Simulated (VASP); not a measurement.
Input:

```
CsCl
1.0
    4.12000     0.00000     0.00000
    0.00000     4.12000     0.00000
    0.00000     0.00000     4.12000
Cs Cl
1 1
Direct
  0.00000   0.00000   0.00000
  0.50000   0.50000   0.50000
```

Method: revTPSS meta-GGA, VASP's PBE PAW potentials (set 64) (plane waves; VASP). Run with 520 eV cut-off, 6×6×6 Γ-centred mesh, Gaussian smearing of 0.050 eV, potentials Cs_sv Cl.

Energy and stress use the plane-wave basis of the starting cell.

### Question
The ions, cell shape and volume are relaxed. Which structure does the run end with?

### Answer

```
CsCl
1.0
    4.15168     0.00000     0.00000
    0.00000     4.15168     0.00000
    0.00000     0.00000     4.15168
Cs Cl
1 1
Direct
  0.00000   0.00000   0.00000
  0.50000   0.50000   0.50000
```
Space group Pm-3m (221), at a tolerance of 0.03 Å.

### Question
How do energy and volume change from the first to the last step?

### Answer
The energy (σ→0) changes by -0.9 meV/atom and the volume by +2.3 %, in 4 ionic steps.

The compound is CsCl in the CsCl type structure. This run relaxes it. Symmetry was kept, so distortions that lower it aren't found.
